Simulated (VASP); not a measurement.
Data:

```xyz
2
Lattice="2.8398 0.0000 0.0000 0.0000 2.8398 0.0000 0.0000 0.0000 2.8398" Properties=species:S:1:pos:R:3 pbc="T T T"
Al     1.4199     1.4199     1.4199
Fe     0.0000     0.0000     0.0000
```

Method: PBEsol GGA, VASP's PBE PAW potentials (set 64) (plane waves; VASP). Settings: 480 eV cut-off, 12×12×12 Γ-centred mesh, first-order Methfessel-Paxton smearing of 0.10 eV, potentials Al Fe.

Each row applies one change to this cell, which was relaxed at other settings and keeps the small stress of the first row; at a fixed cut-off the stress holds a Pulay part, so it need not integrate to ΔE exactly. Stress is in GPa, positive when the cell is compressed.

| change | ΔE (meV/atom) | σxx | σyy | σzz | largest shear component, with its sign (GPa) | largest force (eV/Å) |
|---|---|---|---|---|---|---|
| none | 0.0 | 0.12 | 0.12 | 0.12 | 0.00 | 0.000 |
| atom 1 (Al) moved by 0.050 Å along z | 5.5 | 0.41 | 0.41 | 0.19 | 0.00 | 0.442 |
| atom 1 (Al) moved by -0.075 Å along y | 12.4 | 0.76 | 0.26 | 0.76 | 0.00 | 0.662 |
| isotropic strain of +2.0 % | 22.9 | -10.10 | -10.10 | -10.10 | 0.00 | 0.000 |
| isotropic strain of +1.5 % | 13.0 | -7.81 | -7.81 | -7.81 | 0.00 | 0.000 |

Failed runs are left out, and for metals the shear rows, which the mesh's noise covers.

The compound is FeAl in the CsCl type structure. The run is not spin-polarised, so no magnetic state was tried. The electron count is odd and the run is not spin-polarised, which forces a metal.
